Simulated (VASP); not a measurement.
Here is the system:

```xyz
1
Lattice="0.0000 2.0468 2.0468 2.0468 0.0000 2.0468 2.0468 2.0468 0.0000" Properties=species:S:1:pos:R:3 pbc="T T T"
Au     0.0000     0.0000     0.0000
```

The numbers are results of vdW-DF-cx, VASP's PBE PAW potentials (set 64) (plane waves; VASP), not measurements. Run with 520 eV cut-off, 17×17×17 Γ-centred mesh, tetrahedra with Blöchl corrections, potentials Au.

Unless said otherwise, spin-orbit coupling is left out, though it shifts the bands of the heavy elements here.

Task: Tabulate the total density of states (states/eV per cell) against energy (eV; zero at the valence-band maximum or, without a gap, the Fermi level).

Result: 
```
E (eV) | DOS (states/eV)
    -9.95 |  0.00
    -9.73 |  0.03
    -9.52 |  0.05
    -9.30 | # 0.06
    -9.08 | # 0.08
    -8.86 | # 0.09
    -8.53 | # 0.11
    -8.31 | # 0.13
    -8.10 | # 0.15
    -7.88 | ## 0.18
    -7.66 | ## 0.22
    -7.44 | ### 0.29
    -7.22 | ###### 0.64
    -7.00 | ####### 0.79
    -6.78 | ########### 1.27
    -6.56 | ################ 1.76
    -6.35 | ################# 1.85
    -6.13 | ############### 1.68
    -5.80 | ########### 1.26
    -5.58 | ############ 1.34
    -5.36 | ################ 1.79
    -5.14 | ################## 1.95
    -4.92 | ################### 2.07
    -4.71 | ################### 2.16
    -4.49 | ############################## 3.32
    -4.27 | ####################### 2.60
    -4.05 | ############# 1.39
    -3.83 | ################## 2.01
    -3.61 | ################# 1.83
    -3.39 | ################### 2.08
    -3.07 | ################# 1.87
    -2.85 | ############## 1.59
    -2.63 | ############### 1.67
    -2.41 | ################# 1.84
    -2.19 | ###################### 2.45
    -1.97 | ###################### 2.46
    -1.75 | ########### 1.18
    -1.53 | ### 0.29
    -1.32 | ### 0.28
    -1.10 | ### 0.29
    -0.88 | ### 0.30
    -0.66 | ### 0.29
    -0.33 | ### 0.29
    -0.11 | ### 0.29
     0.10 | ### 0.29
     0.32 | ### 0.28
     0.54 | ### 0.28
     0.76 | ### 0.28
     0.98 | ### 0.29
     1.20 | ### 0.28
     1.42 | ### 0.28
     1.64 | ## 0.28
     1.85 | ## 0.27
     2.07 | ## 0.27
     2.40 | ### 0.28
     2.62 | ## 0.26
     2.84 | ## 0.26
     3.06 | ### 0.36
     3.28 | ### 0.38
     3.50 | ### 0.34
```
Within 2 eV below the Fermi level the largest weight inside VASP's projection spheres is Au d.

The compound is Au in the fcc structure. It was relaxed first.
